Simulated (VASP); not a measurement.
```yaml
crystal:
  lattice:
    - [0.00000, 2.72696, 2.72696]
    - [2.72696, 0.00000, 2.72696]
    - [2.72696, 2.72696, 0.00000]
  atoms:
    - { symbol: B, position: [0.00000, 0.00000, 0.00000] }
    - { symbol: Bi, position: [0.25000, 0.25000, 0.25000] }
```

The numbers are results of PBEsol GGA, VASP's PBE PAW potentials (set 64) (plane waves; VASP), not measurements. Run with 520 eV cut-off, 8×8×8 Γ-centred mesh, Gaussian smearing of 0.050 eV, potentials B Bi_d.

Unless said otherwise, spin-orbit coupling is left out, though it shifts the bands of the heavy elements here.

Task: What does the run give for the energy per atom (σ→0), band gap (on the k-mesh) with the smallest direct gap where there is one?

Result: 
The band gap (on the k-mesh) comes out as 0.45 eV, the smallest direct gap (on the k-mesh) is 0.45 eV and the energy per atom (σ→0) is -4.880 eV/atom.

The structure was generated: BBi was put into the zinc blende type (F-43m), which need not be its known phase. It was relaxed first, which changed the volume by +5 %. The start is the result of an earlier pass.
